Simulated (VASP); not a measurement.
Data:

```
CELL_PARAMETERS angstrom
     -4.36404     4.36404     2.03558
      4.36404    -4.36404     2.03558
      4.36404     4.36404    -2.03558
ATOMIC_POSITIONS crystal
  Re 0.01442 0.01442 0.00000
  N  0.42618 0.42618 0.00000
  Cl 0.17858 0.86088 0.18222
  Cl 0.86088 0.67866 0.68230
  Cl 0.67866 0.99636 0.81778
  Cl 0.99636 0.17858 0.31770
```

Computed with PBEsol GGA, VASP's PBE PAW potentials (set 64) (plane waves; VASP). Settings: 400 eV cut-off, 5×5×5 Γ-centred mesh, Gaussian smearing of 0.010 eV, potentials Re N Cl.

At this cut-off the stress carries a Pulay error, which pulls relaxed volumes low.

### Question
Which forces act on the atoms, in eV/Å?

### Answer

```
atom      Fx      Fy      Fz
----  ------  ------  ------
Re1    0.000   0.000  -0.626
N2     0.000   0.000   0.744
Cl3   -0.012  -0.003  -0.030
Cl4    0.003  -0.012  -0.030
Cl5    0.012   0.003  -0.030
Cl6   -0.003   0.012  -0.030
```

### Question
Give the stress tensor in GPa (positive for a compressed cell).

### Answer

```
-0.83   0.00   0.00
 0.00  -0.83   0.00
 0.00   0.00  -0.41
```
The pressure is its mean diagonal, -0.69 GPa.

The structure comes from a computed database's ReNCl4 entry (I4); how it stands against other phases isn't given here. The cell was not relaxed at this level.
